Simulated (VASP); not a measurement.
A convergence study with VASP on C (diamond): one setting is varied, all else stays as given below, so the limit is that of these other settings.

```
C
1.0
    0.00000     1.78350     1.78350
    1.78350     0.00000     1.78350
    1.78350     1.78350     0.00000
C
2
Direct
  0.00000   0.00000   0.00000
  0.25000   0.25000   0.25000
```

Calculation: PBE GGA, VASP's PBE PAW potentials (set 64) (plane waves; VASP). The tightest run used: 700 eV cut-off, 24×24×24 Γ-centred mesh, Gaussian smearing of 0.010 eV, potentials C.

| setting | mean ε∞ | highest Γ mode (cm⁻¹) | irreducible k-points |
|---|---|---|---|
| 4×4×4 mesh | 7.40 | 1323.8 | 8 |
| 6×6×6 mesh | 6.15 | 1299.8 | 16 |
| 8×8×8 mesh | 5.90 | 1297.4 | 29 |

These are the cheaper rows. Estimate the results at 24×24×24 mesh, and how far the last row shown lies from them.

```tsv
quantity	tightest run	last row shown is off by
mean ε∞	5.85	0.06
highest Γ mode (cm⁻¹)	1297.1	0.2
```

Left out are rungs that failed or repeat a setting and relaxations that didn't move; long series are thinned to 24 rows.

The compound is C in the diamond structure. The cell was not relaxed at this level.
